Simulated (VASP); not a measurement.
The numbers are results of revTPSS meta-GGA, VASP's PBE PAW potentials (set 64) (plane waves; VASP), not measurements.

VASP input:

**INCAR**
```
SYSTEM = PbSe
PREC = Accurate
ENCUT = 520
EDIFF = 1E-6
NELM = 100
ALGO = Normal
LREAL = .FALSE.
LASPH = .TRUE.
ISMEAR = 0
SIGMA = 0.05
METAGGA = RTPSS
LMIXTAU = .TRUE.
LMAXMIX = 4
LWAVE = .FALSE.
LCHARG = .FALSE.
IBRION = 2
ISIF = 3
NSW = 60
EDIFFG = -0.01
```

POSCAR:
```
PbSe
1
    0.0000000000     3.0817388622     3.0817388622
    3.0817388622    -0.0000000000     3.0817388622
    3.0817388622     3.0817388622     0.0000000000
Pb Se
1 1
Direct
  0.0000000000   0.0000000000   0.0000000000
  0.5000000000   0.5000000000   0.5000000000
```

KPOINTS:
```
Regular mesh
0
Gamma
7 7 7
```

POTCAR, in this order: Pb_d Se (PBE.64 set). Program: vasp_std.

Q: Estimate the energy per atom (σ→0).

A: 
```
Quantity                       Result
---------------------  --------------
energy per atom (σ→0)  21.508 eV/atom
```

### OSZICAR
```
...
DAV:  16     0.430166774182E+02   -0.12575E-03   -0.51021E-04   584   0.205E-01    0.220E-01
DAV:  17     0.430169855960E+02    0.30818E-03   -0.16032E-03   738   0.333E-01    0.271E-02
DAV:  18     0.430168327744E+02   -0.15282E-03   -0.51437E-04   608   0.268E-01    0.973E-02
DAV:  19     0.430168317649E+02   -0.10095E-05   -0.11335E-04   632   0.114E-01    0.472E-02
DAV:  20     0.430168181368E+02   -0.13628E-04   -0.21886E-05   638   0.549E-02    0.269E-02
DAV:  21     0.430168153531E+02   -0.27836E-05   -0.29623E-06   530   0.182E-02    0.198E-02
DAV:  22     0.430168149576E+02   -0.39551E-06   -0.46780E-06   496   0.156E-02
   1 F= 0.43016815E+02 E0= 0.43016815E+02  d E =0.430168E+02
```

The compound is PbSe in the rock salt structure. It was relaxed first. The start is the result of an earlier pass.
